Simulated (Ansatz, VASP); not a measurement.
# One calculation of Ba2Tl5V3O12, two programs

```
Ba V Tl O
1.0
     8.20821    0.00000    0.00000
    -4.10411    7.10853    0.00000
     0.00000    0.00000    6.96712
Ba V Tl O
2 3 5 12
Direct
  0.00000 0.00000 0.23552
  0.00000 0.00000 0.76448
  0.50000 0.00000 0.00000
  0.00000 0.50000 0.00000
  0.50000 0.50000 0.00000
  0.50000 0.00000 0.50000
  0.00000 0.50000 0.50000
  0.50000 0.50000 0.50000
  0.33333 0.66667 0.22489
  0.66667 0.33333 0.77511
  0.33890 0.34334 0.81444
  0.65666 0.99556 0.81444
  0.00444 0.66110 0.81444
  0.34334 0.33890 0.18556
  0.99556 0.65666 0.18556
  0.66110 0.00444 0.18556
  0.66110 0.65666 0.18556
  0.34334 0.00444 0.18556
  0.99556 0.33890 0.18556
  0.65666 0.66110 0.81444
  0.00444 0.34334 0.81444
  0.33890 0.99556 0.81444
```

Change from the starting cell: volume scaled by 1.02.

Alike in both runs: task single point; functional PBE; k mesh 4 × 4 × 4; occupations fermi-dirac, width 0.05 eV; collinear spin, ferromagnetic start.

|  | VASP | Ansatz |
| --- | --- | --- |
| version | VASP 6.6.1 | Ansatz 0.2.0 |
| potentials or method | VASP PAW PBE potentials, release 64 (Ba_sv, V_sv, Tl_d, O) | Ansatz PAW |
| plane-wave cutoff (eV) | 520 | 420 |
| valence electrons in the cell | 196 | 196 |

|  | VASP | Ansatz | Ansatz less VASP |
| --- | --- | --- | --- |
| gap on the k mesh at the Fermi level (eV) | none | none | - |
| pressure (GPa) | -1.0 | -1.5 | -0.52 |
| largest component of the traceless stress (GPa) | 0.04 | 0.07 | +0.026 |
| rms of the force components (eV/Å) | 0.112 | 0.133 | +0.0209 |
| net moment per atom (μB) | 0.00 | 0.00 | 0.000 |

Atom by atom the forces differ by 0.030 eV/Å (rms over components). A gap of «none» marks a metal or a gap that the smearing closes.

Caveats: semilocal functionals often make such compounds metallic where correlation or magnetic order opens a gap, which also shifts bond lengths; the pressure holds a Pulay correction of +0.4 GPa for the finite cutoff (Ansatz); the starting moments weren't kept (Ansatz). The runs have no spin-orbit coupling, so splittings on Ba, Tl are missing.
